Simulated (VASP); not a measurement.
Data:

```yaml
crystal:
  lattice:
    - [1.79032, -3.10092, 0.00000]
    - [1.79032, 3.10092, 0.00000]
    - [0.00000, 0.00000, 5.53691]
  atoms:
    - { symbol: Er, position: [0.33333, 0.66667, 0.25000] }
    - { symbol: Er, position: [0.66667, 0.33333, 0.75000] }
```

Computed with r2SCAN meta-GGA, VASP's PBE PAW potentials (set 64) (plane waves; VASP). Run with 480 eV cut-off, 12×12×6 Γ-centred mesh, first-order Methfessel-Paxton smearing of 0.10 eV, potentials Er_3.

The 4f electrons are frozen in the core of the lanthanide potential, so 4f levels, which can set the real gap, and their magnetism are missing.

Each row applies one change to this cell, which was relaxed at other settings and keeps the small stress of the first row; at a fixed cut-off the stress holds a Pulay part, so it need not integrate to ΔE exactly. Stress is in GPa, positive when the cell is compressed.

| change | ΔE (meV/atom) | σxx | σyy | σzz | largest shear component, with its sign (GPa) | largest force (eV/Å) |
|---|---|---|---|---|---|---|
| none | 0.0 | 0.14 | 0.14 | -0.06 | 0.00 | 0.000 |
| isotropic strain of -2.0 % | [?] | [?] | [?] | [?] | [?] | [?] |
| uniaxial strain of -2.0 % along z | [?] | [?] | [?] | [?] | [?] | [?] |
| uniaxial strain of +0.5 % along x | 0.1 | -0.34 | 0.02 | -0.16 | 0.00 | 0.007 |
| atom 2 (Er) moved by 0.150 Å along z | 27.0 | 0.21 | 0.21 | 0.57 | 0.00 | 0.719 |

**Question.** What belongs in the gaps?

**Answer.** 
- uniaxial strain of -2.0 % along z, ΔE (meV/atom): 3.5
- uniaxial strain of -2.0 % along z, σxx: 0.61
- uniaxial strain of -2.0 % along z, σyy: 0.61
- uniaxial strain of -2.0 % along z, σzz: 1.79
- uniaxial strain of -2.0 % along z, largest shear component, with its sign (GPa): 0.00
- uniaxial strain of -2.0 % along z, largest force (eV/Å): 0.000
- isotropic strain of -2.0 %, ΔE (meV/atom): 17.5
- isotropic strain of -2.0 %, σxx: 3.30
- isotropic strain of -2.0 %, σyy: 3.30
- isotropic strain of -2.0 %, σzz: 2.89
- isotropic strain of -2.0 %, largest shear component, with its sign (GPa): 0.00
- isotropic strain of -2.0 %, largest force (eV/Å): 0.000

Failed runs are left out, and for metals the shear rows, which the mesh's noise covers.

The compound is Er in the hcp structure.
